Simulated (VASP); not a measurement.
A VASP calculation is set up with these files.

**POSCAR**
```
TaC
1
   -0.0000000000     2.2392880874     2.2392880874
    2.2392880874     0.0000000000     2.2392880874
    2.2392880874     2.2392880874     0.0000000000
Ta C
1 1
Direct
  0.0000000000   0.0000000000   0.0000000000
  0.5000000000   0.5000000000   0.5000000000
```

### KPOINTS
```
Automatic mesh
0
Gamma
14 14 14
0 0 0
```

### INCAR
```
ALGO = Normal
EDIFF = 1E-7
EDIFFG = -0.01
ENCUT = 600
GGA = PE
IBRION = 2
ISIF = 3
ISMEAR = 1
LASPH = .TRUE.
LCHARG = .FALSE.
LMAXMIX = 6
LREAL = .FALSE.
LWAVE = .FALSE.
NELM = 100
NSW = 40
PREC = Accurate
PSTRESS = 20
SIGMA = 0.1
SYSTEM = TaC
```

POTCAR, in this order: Ta_pv C (PBE.64 set). Program: vasp_std.

**Question.** Write an equivalent input for Quantum ESPRESSO's pw.x.

**Answer.** One equivalent input (not run):
```
&CONTROL
  calculation = 'vc-relax'
  pseudo_dir = './pseudo'
  outdir = './out'
  tprnfor = .true.
  tstress = .true.
  nstep = 40
  forc_conv_thr = 0.00039
/
&SYSTEM
  ibrav = 0
  nat = 2
  ntyp = 2
  ecutwfc = 82
  occupations = 'smearing'
  smearing = 'methfessel-paxton'
  degauss = 0.00735
  input_dft = 'pbe'
/
&ELECTRONS
  conv_thr = 7.3e-09
  electron_maxstep = 100
/
&IONS
/
&CELL
  press = 20
/
ATOMIC_SPECIES
  Ta 180.948 Ta.upf
  C 12.011 C.upf
CELL_PARAMETERS angstrom
    -0.0000000    2.2392881    2.2392881
     2.2392881    0.0000000    2.2392881
     2.2392881    2.2392881    0.0000000
ATOMIC_POSITIONS crystal
  Ta   0.0000000  0.0000000  0.0000000
  C    0.5000000  0.5000000  0.5000000
K_POINTS automatic
  14 14 14 0 0 0
```
The two are equivalent in intent, not identical: the potentials are each code's own (VASP's PAW set, PseudoDojo norm-conserving files in pw.x), so ENCUT and ecutwfc are chosen apart and not converted; conv_thr bounds pw.x's estimated SCF error, while EDIFF bounds the energy change between steps; forc_conv_thr acts on force components and is met together with etot_conv_thr.

The compound is TaC in the rock salt structure. This run relaxes it under an external pressure of 2 GPa. Symmetry was kept, so distortions that lower it aren't found.
